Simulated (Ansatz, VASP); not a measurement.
**Ga3Mo: VASP beside Ansatz**

```xyz
4
Lattice="3.9670 0.0000 0.0000 0.0000 3.9670 0.0000 0.0000 0.0000 3.9670" Properties=species:S:1:pos:R:3 pbc="T T T"
Ga    0.0000    1.9835    1.9835
Ga    1.9835    0.0000    1.9835
Ga    1.9835    1.9835    0.0000
Mo    0.0000    0.0000    0.0000
```

Alike in both runs: functional PBE; k mesh 12 × 12 × 12; occupations gaussian, width 0.1 eV; no spin polarisation.

Ansatz relaxed the structure, and its values are those at the end. VASP's run is a single point on that final structure, the one shown.

|  | VASP | Ansatz |
| --- | --- | --- |
| version | VASP 6.6.1 | Ansatz 0.2.0 |
| potentials or method | VASP PAW PBE potentials, release 64 (Ga_d, Mo_sv) | scalar-relativistic, plane waves, PAW |
| plane-wave cutoff (eV) | 520 | 420 |
| valence electrons in the cell | 53 | 53 |

|  | VASP | Ansatz | Ansatz less VASP |
| --- | --- | --- | --- |
| gap on the k mesh at the Fermi level (eV) | none | none | - |
| pressure (GPa) | 0.4 | 0.0 | -0.36 |

A gap of «none» marks a metal or a gap that the smearing closes.
